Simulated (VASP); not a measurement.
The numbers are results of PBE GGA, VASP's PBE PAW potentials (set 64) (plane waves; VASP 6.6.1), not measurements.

A VASP calculation is set up with these files.

INCAR:
```
SYSTEM = HfC
PREC = Accurate; ENCUT = 650; LREAL = .False.
LASPH = .True.
EDIFF = 1E-7; NELM = 100; ALGO = Normal
LMAXMIX = 6
ISMEAR = 1; SIGMA = 0.1
GGA = PE
IBRION = 6; NSW = 1; ISIF = 3
POTIM = 0.015; NFREE = 2
LWAVE = .False.; LCHARG = .False.
```

**POSCAR**
```
HfC
1
    0.0000000000     2.3236476523     2.3236476523
    2.3236476523     0.0000000000     2.3236476523
    2.3236476523     2.3236476523     0.0000000000
Hf C
1 1
Direct
  0.0000000000   0.0000000000   0.0000000000
  0.5000000000   0.5000000000   0.5000000000
```

**KPOINTS**
```
Automatic
0
gamma
  12 12 12
```

POTCAR, in this order: Hf_pv C (PBE.64 set). Program: vasp_std.

Output

**OUTCAR**
```
 ion  position               nearest neighbor table
   1  0.000  0.000  0.000-   2 2.32   2 2.32   2 2.32   2 2.32   2 2.32   2 2.32
   2  0.500  0.500  0.500-   1 2.32   1 2.32   1 2.32   1 2.32   1 2.32   1 2.32
  LATTYP: Found a face centered cubic cell.
 ALAT       =     4.6472953046
 Subroutine PRICEL returns:
 Original cell was already a primitive cell.
 Subroutine GETGRP returns: Found 48 space group operations
The static configuration has the point symmetry O_h .
The dynamic configuration has the point symmetry O_h .
 Subroutine INISYM returns: Found 48 space group operations
 Subroutine IBZKPT returns following result:
 Found     72 irreducible k-points:

 Following reciprocal coordinates:
            Coordinates               Weight
  0.000000  0.000000  0.000000      1.000000
  0.083333  0.000000  0.000000      8.000000
  0.166667  0.000000  0.000000      8.000000
  0.250000  0.000000  0.000000      8.000000
  0.333333  0.000000  0.000000      8.000000
  0.416667  0.000000  0.000000      8.000000
  0.500000  0.000000  0.000000      4.000000
  0.083333  0.083333  0.000000      6.000000
  0.166667  0.083333  0.000000     24.000000
  0.250000  0.083333  0.000000     24.000000
  0.333333  0.083333  0.000000     24.000000
  0.416667  0.083333  0.000000     24.000000
  0.500000  0.083333  0.000000     24.000000
 -0.416667  0.083333  0.000000     24.000000
 -0.333333  0.083333  0.000000     24.000000
 -0.250000  0.083333  0.000000     24.000000
 -0.166667  0.083333  0.000000     24.000000
 -0.083333  0.083333  0.000000     12.000000
  0.166667  0.166667  0.000000      6.000000
  0.250000  0.166667  0.000000     24.000000
  0.333333  0.166667  0.000000     24.000000
  0.416667  0.166667  0.000000     24.000000
  0.500000  0.166667  0.000000     24.000000
 -0.416667  0.166667  0.000000     24.000000
 -0.333333  0.166667  0.000000     24.000000
 -0.250000  0.166667  0.000000     24.000000
 -0.166667  0.166667  0.000000     12.000000
  0.250000  0.250000  0.000000      6.000000
  0.333333  0.250000  0.000000     24.000000
  0.416667  0.250000  0.000000     24.000000
  0.500000  0.250000  0.000000     24.000000
 -0.416667  0.250000  0.000000     24.000000
 -0.333333  0.250000  0.000000     24.000000
 -0.250000  0.250000  0.000000     12.000000
  0.333333  0.333333  0.000000      6.000000
  0.416667  0.333333  0.000000     24.000000
  0.500000  0.333333  0.000000     24.000000
 -0.416667  0.333333  0.000000     24.000000
 -0.333333  0.333333  0.000000     12.000000
  0.416667  0.416667  0.000000      6.000000
 Subroutine IBZKPT_HF returns following result:
   k-points           NKPTS =     72   k-points in BZ     NKDIM =     72   number of bands    NBANDS=     11
   number of dos      NEDOS =    301   number of ions     NIONS =      2
   total plane-waves  NPLWV =  21952
   dimension x,y,z NGX =    28 NGY =   28 NGZ =   28
   dimension x,y,z NGXF=    56 NGYF=   56 NGZF=   56
   ions per type =               1   1
   PREC   = accura    normal or accurate (medium, high low for compatibility)
   ISTART =      0    job   : 0-new  1-cont  2-samecut
   ICHARG =      2    charge: 1-file 2-atom 10-const
   ISPIN  =      1    spin polarized calculation?
   LNONCOLLINEAR =      F non collinear calculations
   LSORBIT =      F    spin-orbit coupling
   INIWAV =      1    electr: 0-lowe 1-rand  2-diag
   ENCUT  =  650.0 eV  47.77 Ry    6.91 a.u.   6.83  6.83  6.83*2*pi/ulx,y,z
   NELM   =    100;   NELMIN=  2; NELMDL= -5     # of ELM steps
   EDIFF  = 0.1E-06   stopping-criterion for ELM
   LREAL  =      F    real-space projection
   NLSPLINE    = F    spline interpolate recip. space projectors
...
```

**OSZICAR**
```
...
DAV:   5    -0.210452025447E+02    0.10937E-04   -0.36398E-05 12193   0.552E-02    0.146E-01
DAV:   6    -0.210451966806E+02    0.58641E-05   -0.13237E-05 13546   0.300E-02    0.262E-02
DAV:   7    -0.210451967510E+02   -0.70325E-07   -0.54986E-07 11891   0.716E-03
   8 F= -.21045197E+02 E0= -.21045157E+02  d E =-.120343E-03
       N       E                     dE             d eps       ncg     rms          rms(c)
DAV:   1    -0.210552437441E+02   -0.10047E-01   -0.73070E-01 11172   0.735E+00    0.853E-01
DAV:   2    -0.210485276981E+02    0.67160E-02   -0.83742E-03 13281   0.879E-01    0.394E-01
DAV:   3    -0.210452156116E+02    0.33121E-02   -0.35680E-03 13650   0.608E-01    0.134E-01
DAV:   4    -0.210451963538E+02    0.19258E-04   -0.35837E-04 13372   0.179E-01    0.119E-01
DAV:   5    -0.210451972384E+02   -0.88453E-06   -0.11322E-05 12588   0.309E-02    0.219E-02
DAV:   6    -0.210451968940E+02    0.34439E-06   -0.12499E-06 13684   0.108E-02    0.123E-02
DAV:   7    -0.210451968888E+02    0.51718E-08   -0.66678E-08  6486   0.286E-03
   9 F= -.21045197E+02 E0= -.21045157E+02  d E =-.120309E-03
       N       E                     dE             d eps       ncg     rms          rms(c)
DAV:   1    -0.210370799889E+02    0.81169E-02   -0.71714E-01 11321   0.724E+00    0.611E-01
DAV:   2    -0.210388526657E+02   -0.17727E-02   -0.68582E-03 13561   0.795E-01    0.266E-01
DAV:   3    -0.210423722349E+02   -0.35196E-02   -0.13048E-03 14233   0.370E-01    0.104E-01
DAV:   4    -0.210445703229E+02   -0.21981E-02   -0.30264E-04 15079   0.176E-01    0.725E-02
DAV:   5    -0.210450536448E+02   -0.48332E-03   -0.20151E-05 14175   0.426E-02    0.131E-02
DAV:   6    -0.210451702107E+02   -0.11657E-03   -0.96835E-07 13930   0.943E-03    0.427E-03
DAV:   7    -0.210451903649E+02   -0.20154E-04   -0.52277E-08  6445   0.205E-03    0.924E-04
DAV:   8    -0.210451960158E+02   -0.56509E-05   -0.70041E-09  5656   0.800E-04    0.357E-04
DAV:   9    -0.210451967664E+02   -0.75064E-06   -0.93813E-10  5521   0.295E-04    0.761E-05
DAV:  10    -0.210451967251E+02    0.41344E-07   -0.14632E-10  5458   0.109E-04
  10 F= -.21045197E+02 E0= -.21045157E+02  d E =-.120311E-03
       N       E                     dE             d eps       ncg     rms          rms(c)
DAV:   1    -0.210551570990E+02   -0.99603E-02   -0.73190E-01 10951   0.748E+00    0.869E-01
DAV:   2    -0.210485263121E+02    0.66308E-02   -0.92920E-03 12857   0.917E-01    0.392E-01
DAV:   3    -0.210452383944E+02    0.32879E-02   -0.33993E-03 13638   0.591E-01    0.134E-01
DAV:   4    -0.210451963912E+02    0.42003E-04   -0.38065E-04 13719   0.187E-01    0.122E-01
DAV:   5    -0.210451973840E+02   -0.99282E-06   -0.14686E-05 12668   0.346E-02    0.157E-02
DAV:   6    -0.210451968702E+02    0.51376E-06   -0.14510E-06 13533   0.116E-02    0.985E-03
DAV:   7    -0.210451968593E+02    0.10927E-07   -0.83162E-08  6660   0.308E-03
  11 F= -.21045197E+02 E0= -.21045157E+02  d E =-.120313E-03
       N       E                     dE             d eps       ncg     rms          rms(c)
DAV:   1    -0.210500874876E+02   -0.48906E-02   -0.66261E-01 11314   0.698E+00    0.616E-01
DAV:   2    -0.210473011873E+02    0.27863E-02   -0.76739E-03 13364   0.822E-01    0.271E-01
DAV:   3    -0.210454768176E+02    0.18244E-02   -0.11343E-03 14761   0.363E-01    0.108E-01
DAV:   4    -0.210452132930E+02    0.26352E-03   -0.34820E-04 15107   0.197E-01    0.583E-02
DAV:   5    -0.210451985884E+02    0.14705E-04   -0.26013E-05 13366   0.476E-02    0.602E-03
DAV:   6    -0.210451968965E+02    0.16919E-05   -0.81291E-07 13833   0.869E-03    0.170E-03
DAV:   7    -0.210451968988E+02   -0.22928E-08   -0.47232E-08  6651   0.193E-03
  12 F= -.21045197E+02 E0= -.21045157E+02  d E =-.120240E-03
       N       E                     dE             d eps       ncg     rms          rms(c)
DAV:   1    -0.210550968819E+02   -0.99000E-02   -0.73877E-01 10931   0.751E+00    0.873E-01
DAV:   2    -0.210485257924E+02    0.65711E-02   -0.98146E-03 12930   0.931E-01    0.392E-01
DAV:   3    -0.210452409553E+02    0.32848E-02   -0.33718E-03 13730   0.589E-01    0.134E-01
DAV:   4    -0.210451964222E+02    0.44533E-04   -0.38406E-04 13690   0.188E-01    0.123E-01
DAV:   5    -0.210451971726E+02   -0.75045E-06   -0.13445E-05 12793   0.333E-02    0.244E-02
DAV:   6    -0.210451968668E+02    0.30584E-06   -0.11605E-06 13808   0.110E-02    0.108E-02
DAV:   7    -0.210451968654E+02    0.14247E-08   -0.70389E-08  6579   0.292E-03
  13 F= -.21045197E+02 E0= -.21045157E+02  d E =-.120309E-03
       N       E                     dE             d eps       ncg     rms          rms(c)
DAV:   1    -0.210418306215E+02    0.33662E-02   -0.10853E+00  3586   0.101E+01    0.635E-01
DAV:   2    -0.210454833168E+02   -0.36527E-02   -0.38215E-02  4479   0.194E+00    0.326E-01
DAV:   3    -0.210464367856E+02   -0.95347E-03   -0.76541E-04  4710   0.298E-01    0.100E-01
DAV:   4    -0.210472752396E+02   -0.83845E-03   -0.21407E-04  4907   0.151E-01    0.261E-02
DAV:   5    -0.210474272949E+02   -0.15206E-03   -0.16942E-05  4476   0.393E-02    0.735E-03
DAV:   6    -0.210474626575E+02   -0.35363E-04   -0.80994E-07  4744   0.836E-03    0.152E-03
DAV:   7    -0.210474706883E+02   -0.80308E-05   -0.55872E-08  2387   0.228E-03    0.443E-04
DAV:   8    -0.210474736334E+02   -0.29451E-05   -0.11476E-08  2036   0.101E-03    0.232E-04
DAV:   9    -0.210474742176E+02   -0.58427E-06   -0.16740E-09  1949   0.388E-04    0.459E-05
DAV:  10    -0.210474745800E+02   -0.36238E-06   -0.24245E-10  1925   0.130E-04    0.210E-05
DAV:  11    -0.210474746166E+02   -0.36605E-07   -0.58815E-11  1904   0.617E-05
  14 F= -.21047475E+02 E0= -.21047412E+02  d E =-.186649E-03
       N       E                     dE             d eps       ncg     rms          rms(c)
DAV:   1    -0.210400074700E+02    0.74671E-02   -0.22402E+00  3586   0.145E+01    0.110E+00
DAV:   2    -0.210474437455E+02   -0.74363E-02   -0.80340E-02  4037   0.285E+00    0.522E-01
DAV:   3    -0.210474669715E+02   -0.23226E-04   -0.48676E-04  4732   0.235E-01    0.187E-01
DAV:   4    -0.210474743560E+02   -0.73845E-05   -0.41533E-05  4347   0.605E-02    0.204E-02
DAV:   5    -0.210474746047E+02   -0.24871E-06   -0.22635E-06  4417   0.152E-02    0.558E-03
DAV:   6    -0.210474746075E+02   -0.27944E-08   -0.61428E-07  4368   0.613E-03
  15 F= -.21047475E+02 E0= -.21047412E+02  d E =-.186657E-03
       N       E                     dE             d eps       ncg     rms          rms(c)
DAV:   1    -0.210443725158E+02    0.31021E-02   -0.12410E+00  3586   0.111E+01    0.144E-01
DAV:   2    -0.210475416407E+02   -0.31691E-02   -0.35738E-02  3888   0.192E+00    0.898E-02
DAV:   3    -0.210474796702E+02    0.61971E-04   -0.33180E-04  4746   0.186E-01    0.452E-02
DAV:   4    -0.210474740633E+02    0.56069E-05   -0.68523E-05  4408   0.679E-02    0.162E-02
DAV:   5    -0.210474752677E+02   -0.12044E-05   -0.67729E-06  4159   0.209E-02    0.513E-03
DAV:   6    -0.210474753147E+02   -0.46982E-07   -0.14847E-07  3456   0.437E-03
  16 F= -.21047475E+02 E0= -.21047413E+02  d E =-.186639E-03
       N       E                     dE             d eps       ncg     rms          rms(c)
DAV:   1    -0.210486937781E+02   -0.12185E-02   -0.15534E+00  3592   0.891E+00    0.108E+00
DAV:   2    -0.210479527660E+02    0.74101E-03   -0.11075E-02  4498   0.817E-01    0.552E-01
DAV:   3    -0.210474573366E+02    0.49543E-03   -0.18484E-03  4417   0.323E-01    0.964E-02
DAV:   4    -0.210474767139E+02   -0.19377E-04   -0.21798E-04  4174   0.105E-01    0.526E-02
DAV:   5    -0.210474761309E+02    0.58296E-06   -0.28694E-06  4319   0.179E-02    0.135E-02
DAV:   6    -0.210474752931E+02    0.83787E-06   -0.20610E-06  4333   0.105E-02    0.327E-03
DAV:   7    -0.210474753053E+02   -0.12259E-07   -0.38068E-07  3542   0.412E-03
  17 F= -.21047475E+02 E0= -.21047413E+02  d E =-.186651E-03
```

**OUTCAR**
```
------------------------ aborting loop because EDIFF is reached ----------------------------------------
  FORCE on cell =-STRESS in cart. coord.  units (eV):
  Direction    XX          YY          ZZ          XY          YZ          ZX
  --------------------------------------------------------------------------------------
  Total       -0.0081773     -0.0185732     -0.0185732      0.0000000      0.0000000      0.0000000
  in kB       -0.5221282     -1.1859231     -1.1859231      0.0000000      0.0000000      0.0000000
  external PRESSURE =      -0.9646581 kB  Pullay stress =       0.0000000 kB
  volume of cell :       25.09
      direct lattice vectors                 reciprocal lattice vectors
     0.000000000  2.323647652  2.323647652    -0.215178923  0.215178923  0.215178923
     2.323647652  0.000000000  2.323647652     0.215178923 -0.215178923  0.215178923
     2.323647652  2.323647652  0.000000000     0.215178923  0.215178923 -0.215178923
 POSITION                                       TOTAL-FORCE (eV/Angst)
 -----------------------------------------------------------------------------------
      0.00000      0.00000      0.00000        -0.108217      0.000000      0.000000
      2.30865      2.32365      2.32365         0.108217      0.000000      0.000000
 -----------------------------------------------------------------------------------
    total drift:                               -0.000151      0.000000      0.000000
  FREE ENERGIE OF THE ION-ELECTRON SYSTEM (eV)
  ---------------------------------------------------
  free  energy   TOTEN  =       -21.0474753053 eV

  energy  without entropy=      -21.0472886541  energy(sigma->0) =      -21.04741309

   1 f  =   12.521804 THz    78.676815 2PiTHz  417.682420 cm-1    51.785997 meV
             X         Y         Z           dx          dy          dz
      0.000000  0.000000  0.000000     0.000000   -0.250967   -0.000000
      2.323648  2.323648  2.323648     0.000000    0.967996    0.000000

   2 f  =   12.521804 THz    78.676815 2PiTHz  417.682420 cm-1    51.785997 meV
             X         Y         Z           dx          dy          dz
      0.000000  0.000000  0.000000     0.000000    0.000000   -0.250967
      2.323648  2.323648  2.323648     0.000000   -0.000000    0.967996

   3 f  =   12.521804 THz    78.676815 2PiTHz  417.682420 cm-1    51.785997 meV
             X         Y         Z           dx          dy          dz
      0.000000  0.000000  0.000000     0.250967    0.000000   -0.000000
      2.323648  2.323648  2.323648    -0.967996    0.000000   -0.000000

   4 f/i=    0.001672 THz     0.010507 2PiTHz    0.055779 cm-1     0.006916 meV
             X         Y         Z           dx          dy          dz
      0.000000  0.000000  0.000000     0.121623   -0.960171    0.017146
      2.323648  2.323648  2.323648     0.031533   -0.248939    0.004445

   5 f/i=    0.001672 THz     0.010507 2PiTHz    0.055779 cm-1     0.006916 meV
             X         Y         Z           dx          dy          dz
      0.000000  0.000000  0.000000     0.063809    0.025325    0.965558
      2.323648  2.323648  2.323648     0.016543    0.006566    0.250335

   6 f/i=    0.001672 THz     0.010507 2PiTHz    0.055779 cm-1     0.006916 meV
             X         Y         Z           dx          dy          dz
      0.000000  0.000000  0.000000    -0.958202   -0.120187    0.066475
      2.323648  2.323648  2.323648    -0.248428   -0.031160    0.017235

 ELASTIC MODULI CONTR FROM IONIC RELAXATION (kBar)
 Direction    XX          YY          ZZ          XY          YZ          ZX
 --------------------------------------------------------------------------------
 XX           0.0000      0.0000      0.0000      0.0000      0.0000      0.0000
 YY           0.0000      0.0000      0.0000      0.0000      0.0000      0.0000
 ZZ           0.0000      0.0000      0.0000      0.0000      0.0000      0.0000
 XY           0.0000      0.0000      0.0000      0.0000      0.0000      0.0000
 YZ           0.0000      0.0000      0.0000      0.0000      0.0000      0.0000
 ZX           0.0000      0.0000      0.0000      0.0000      0.0000      0.0000
 --------------------------------------------------------------------------------

 TOTAL ELASTIC MODULI (kBar)
 Direction    XX          YY          ZZ          XY          YZ          ZX
 --------------------------------------------------------------------------------
 XX        5116.6102   1044.6953   1044.6953     -0.0000      0.0000     -0.0000
 YY        1044.6953   5116.6102   1044.6953     -0.0000      0.0000      0.0000
 ZZ        1044.6953   1044.6953   5116.6102      0.0000      0.0000     -0.0000
 XY          -0.0000     -0.0000      0.0000   1756.5930      0.0000      0.0000
 YZ           0.0000      0.0000      0.0000      0.0000   1756.5930      0.0000
 ZX          -0.0000      0.0000     -0.0000      0.0000      0.0000   1756.5930
 --------------------------------------------------------------------------------
```
(Selected blocks of OUTCAR.)

Finite-difference elastic constants of metals are sensitive to mesh and smearing; shear constants can be off by tens of GPa.

The compound is HfC in the rock salt structure. It was relaxed first.
